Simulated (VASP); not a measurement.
An input for Ansatz (written as the equivalent of a VASP run, and not itself run):

Ansatz 0.2 input:
```yaml
crystal:
  lattice:
    - [2.1721938, 0.0000000, 0.0000000]
    - [0.0000000, 2.1721938, 0.0000000]
    - [0.0000000, 0.0000000, 2.1721938]
  atoms:
    - { symbol: Be, position: [0.0000000, 0.0000000, 0.0000000] }
kpoints:
  mp_grid: { grid: [15, 15, 15] }
hamiltonian:
  xc: r2scan
  pseudopotentials: { kind: paw }
scf:
  occupations: { method: methfessel_paxton, width: 0.1 }
  max_iter: 100
relax:
  max_steps: 60
  f_tol: 0.01
  cell: {}
output: { forces: true, stress: true, eigenvalues: true }
```

Question: Translate this input to VASP (INCAR, KPOINTS, POSCAR, choice of POTCAR).

Answer: One answer among several that fit: 
### INCAR
```
SYSTEM = Be
PREC = Accurate; ENCUT = 400; LREAL = .FALSE.
LASPH = .TRUE.
EDIFF = 1E-6; NELM = 100; ALGO = Normal
LMIXTAU = .TRUE.
ISMEAR = 1; SIGMA = 0.1
METAGGA = R2SCAN
IBRION = 2; NSW = 60; ISIF = 3
EDIFFG = -0.01
LWAVE = .FALSE.; LCHARG = .FALSE.
```

**POSCAR**
```
Be
1.0
  2.1721937969   0.0000000000   0.0000000000
  0.0000000000   2.1721937969   0.0000000000
  0.0000000000   0.0000000000   2.1721937969
Be
1
Cartesian
  0.0000000000   0.0000000000   0.0000000000
```

### KPOINTS
```
Automatic mesh
0
Gamma
15 15 15
0 0 0
```

POTCAR, in this order: Be (PBE.64 set). Program: vasp_std.

The two are equivalent in intent, not identical: each code has its own PAW files, so the cut-off isn't converted (ENCUT is set for VASP's; basis.ecutwfc is left out, and Ansatz then takes the one that its files recommend); Ansatz stops its SCF on the density residual and VASP on the energy change (EDIFF).

The structure was generated: Be was put into the simple-cubic type (Pm-3m), which need not be its known phase. It was relaxed first, which changed the volume by +12 %. The start is the result of an earlier pass.
